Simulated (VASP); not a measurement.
A run of VASP 6.6.1 is set up as follows.

The input INCAR:

```
SYSTEM = SiC
PREC = Accurate
ENCUT = 600
EDIFF = 1E-6
ISMEAR = -1
SIGMA = 0.05
LREAL = .False.
LASPH = .True.
NELM = 80
ALGO = Normal
ISIF = 3
LWAVE = .False.
LCHARG = .False.
GGA = PE
IBRION = 2
NSW = 40
EDIFFG = -0.005
PSTRESS = 600
KPAR = 4
```

KPOINTS

```
Automatic mesh
0
Gamma
  8 8 2
  0 0 0
```

POSCAR

```
SiC                                     
1.0
    2.9510374152      0.0000000000      0.0000000000
   -1.4755187075      2.5556733692     -0.0000000000
    0.0000000000      0.0000000000     14.4712437282
  Si              C             
     6     6
Direct
     0.0000000000000000    0.0000000000000000    0.0000195465632432
     0.3333333332999970    0.6666666667000030    0.1666293734664344
     0.6666666667000030    0.3333333332999970    0.3331600227872121
     1.0000000000000000    0.0000000000000000    0.5000195465632431
     0.6666666667000030    0.3333333332999970    0.6666293734664346
     0.3333333332999970    0.6666666667000030    0.8331600227872120
     0.0000000000000000    0.0000000000000000    0.1253020581914367
     0.3333333332999970    0.6666666667000030    0.2916793239584920
     0.6666666667000030    0.3333333332999970    0.4582096750331816
     0.0000000000000000    0.0000000000000000    0.6253020581914367
     0.6666666667000030    0.3333333332999970    0.7916793239584921
     0.3333333332999970    0.6666666667000030    0.9582096750331817
```

Potentials or basis: VASP PAW PBE potentials, release 64 (Si, C).

Run with:

```bash
$ cat potpaw_PBE.64/Si/POTCAR potpaw_PBE.64/C/POTCAR > POTCAR
$ mpirun -np 4 vasp_std > vasp.out
```

Task: What does it give for the relaxed cell?

Result: a = 2.901 Å, b = 2.901 Å, c = 14.222 Å, α = 90.00°, β = 90.00°, γ = 120.00°.

Task: Estimate the space group after relaxing (to 0.05 Å).

Result: P6_3mc (No. 186).

Task: Predict the band gap on the k mesh.

Result: 1.97 eV, indirect (least direct gap 3.09 eV).

Task: What does it give for the relaxed volume?

Result: 8.64 Å³/atom.

Final structure:
```yaml
crystal:
  lattice:
    - [2.90118, 0.00000, 0.00000]
    - [-1.45059, 2.51249, 0.00000]
    - [0.00000, 0.00000, 14.22236]
  atoms:
    - { symbol: Si, position: [0.00000, 0.00000, 0.00004] }
    - { symbol: Si, position: [0.33333, 0.66667, 0.16660] }
    - { symbol: Si, position: [0.66667, 0.33333, 0.33315] }
    - { symbol: Si, position: [0.00000, 0.00000, 0.50004] }
    - { symbol: Si, position: [0.66667, 0.33333, 0.66660] }
    - { symbol: Si, position: [0.33333, 0.66667, 0.83315] }
    - { symbol: C, position: [0.00000, 0.00000, 0.12531] }
    - { symbol: C, position: [0.33333, 0.66667, 0.29168] }
    - { symbol: C, position: [0.66667, 0.33333, 0.45823] }
    - { symbol: C, position: [0.00000, 0.00000, 0.62531] }
    - { symbol: C, position: [0.66667, 0.33333, 0.79168] }
    - { symbol: C, position: [0.33333, 0.66667, 0.95823] }
```

Caveat: the cell is relaxed towards a set pressure, so the enthalpy falls and the energy may rise. PBE gaps usually lie below the measured ones, often by a third to a half.
